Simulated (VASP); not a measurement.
An input for Ansatz (written as the equivalent of a VASP run, and not itself run):

Ansatz 0.2 input:
```yaml
crystal:
  lattice:
    - [0.0000000, 1.7562734, 1.7562734]
    - [1.7562734, 0.0000000, 1.7562734]
    - [1.7562734, 1.7562734, 0.0000000]
  atoms:
    - { symbol: C, position: [0.0000000, 0.0000000, 0.0000000] }
    - { symbol: C, position: [0.2500000, 0.2500000, 0.2500000] }
kpoints:
  mp_grid: { grid: [13, 13, 13] }
hamiltonian:
  xc: r2scan
  pseudopotentials: { kind: paw }
scf:
  occupations: { method: gaussian, width: 0.05 }
  max_iter: 100
relax:
  max_steps: 40
  f_tol: 0.02
  cell: { p_target: 30 }
output: { forces: true, stress: true, eigenvalues: true }
```

Translate this input to VASP (INCAR, KPOINTS, POSCAR, choice of POTCAR).

This is not unique; one that fits is 
**POSCAR**
```
C
1.0
  0.0000000000   1.7562733754   1.7562733754
  1.7562733754   0.0000000000   1.7562733754
  1.7562733754   1.7562733754   0.0000000000
C
2
Cart
  0.0000000000   0.0000000000   0.0000000000
  0.8781366877   0.8781366877   0.8781366877
```

### INCAR
```
SYSTEM = C
PREC = Accurate
ENCUT = 620
EDIFF = 1E-6
NELM = 100
ALGO = Normal
LREAL = .FALSE.
LASPH = .TRUE.
ISMEAR = 0
SIGMA = 0.05
METAGGA = R2SCAN
LMIXTAU = .TRUE.
LWAVE = .FALSE.
LCHARG = .FALSE.
IBRION = 2
ISIF = 3
NSW = 40
EDIFFG = -0.02
PSTRESS = 300
```

**KPOINTS**
```
Automatic
0
gamma
 13 13 13
0 0 0
```

POTCAR, in this order: C (PBE.64 set). Program: vasp_std.

The two are equivalent in intent, not identical: each code has its own PAW files, so the cut-off isn't converted (ENCUT is set for VASP's; basis.ecutwfc is left out, and Ansatz then takes the one that its files recommend); Ansatz stops its SCF on the density residual and VASP on the energy change (EDIFF).

The compound is C in the diamond structure. This run relaxes it under an external pressure of 30 GPa. Symmetry was kept, so distortions that lower it aren't found.
